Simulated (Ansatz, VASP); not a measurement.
# Al3Pd: VASP beside Ansatz

Contents of INCAR:

```
SYSTEM = Al3Pd
ALGO     = Fast           ! electronic algorithm
EDIFF    = 1E-6           ! SCF threshold, eV
ENCUT    = 520            ! plane-wave cutoff, eV
GGA      = PE             ! functional
ISIF     = 2              ! what is computed and relaxed
ISMEAR   = 0              ! smearing method
ISPIN    = 2              ! spin polarisation
LASPH    = .TRUE.         ! aspherical terms in the spheres
LCHARG   = .FALSE.        ! write CHGCAR
LMAXMIX  = 4              ! l up to which the mixer works
LORBIT   = 11             ! projections on sites
LREAL    = .FALSE.        ! projectors in reciprocal space
LWAVE    = .FALSE.        ! write WAVECAR
MAGMOM   = 0 0 0 1        ! initial moments
NBANDS   = 22             ! bands
NELM     = 150            ! most SCF steps
PREC     = Accurate       ! precision mode
SIGMA    = 0.1            ! smearing width, eV
```

The input KPOINTS:

```
k-points
0
G
  6 6 2
  0 0 0
```

POSCAR

```
Al3Pd
1.0
    2.9419683237      0.0000000000      0.0000000000
   -1.4709841618      2.5478193054      0.0000000000
    0.0000000000      0.0000000000      9.2203935544
Al Pd
3 1
Direct
    0.6666666667      0.3333333333      0.0000000000
    0.6666666667      0.3333333333      0.7151259530
    0.6666666667      0.3333333333      0.2848740470
    0.0000000000      0.0000000000      0.5000000000
```

Input for Ansatz:

```yaml
crystal:
  lattice:
    - [2.9419683237, 0.0, 0.0]
    - [-1.4709841618, 2.5478193054, 0.0]
    - [0.0, 0.0, 9.2203935544]
  atoms:
    - { symbol: Al, position: [0.6666666667, 0.3333333333, 0.0] }
    - { symbol: Al, position: [0.6666666667, 0.3333333333, 0.715125953] }
    - { symbol: Al, position: [0.6666666667, 0.3333333333, 0.284874047] }
    - { symbol: Pd, position: [0.0, 0.0, 0.5], spin: 1.0 }
basis:
  ecutwfc: 420
kpoints:
  mp_grid: { grid: [6, 6, 2] }
hamiltonian:
  xc: pbe
scf:
  occupations: { method: gaussian, width: 0.1 }
  lower_state_search: "off"
output:
  forces: true
  stress: true
  eigenvalues: true
  populations: true
magnetization:
  spin_polarized: true
```

Alike in both runs: task single point; functional PBE; k mesh 6 × 6 × 2; occupations gaussian, width 0.1 eV; collinear spin.

|  | VASP | Ansatz |
| --- | --- | --- |
| version | VASP 6.6.1 | Ansatz 0.2.0 |
| potentials or method | VASP PAW PBE potentials, release 64 (Al, Pd) | scalar-relativistic, plane waves, PAW |
| plane-wave cutoff (eV) | 520 | 420 |
| valence electrons in the cell | 19 | 27 |

```tsv
	VASP	Ansatz	Ansatz less VASP
gap on the k mesh at the Fermi level (eV)	none	none	-
pressure (GPa)	-0.1	-0.1	+0.03
largest component of the traceless stress (GPa)	0.14	0.16	+0.014
rms of the force components (eV/Å)	0.004	0.002	-0.0012
net moment per atom (μB)	0.00	0.00	0.000
```

Atom by atom the forces differ by 0.001 eV/Å (rms over components). A gap of «none» marks a metal or a gap that the smearing closes. With one functional, cell and mesh, what is left measures potentials, basis and numerics. The two sets of potentials don't hold the same shells in valence. Ansatz warned: «seeded_moment_not_kept».

Caveats: the k mesh is coarse (spacing up to 0.41 Å⁻¹), so the values aren't converged.
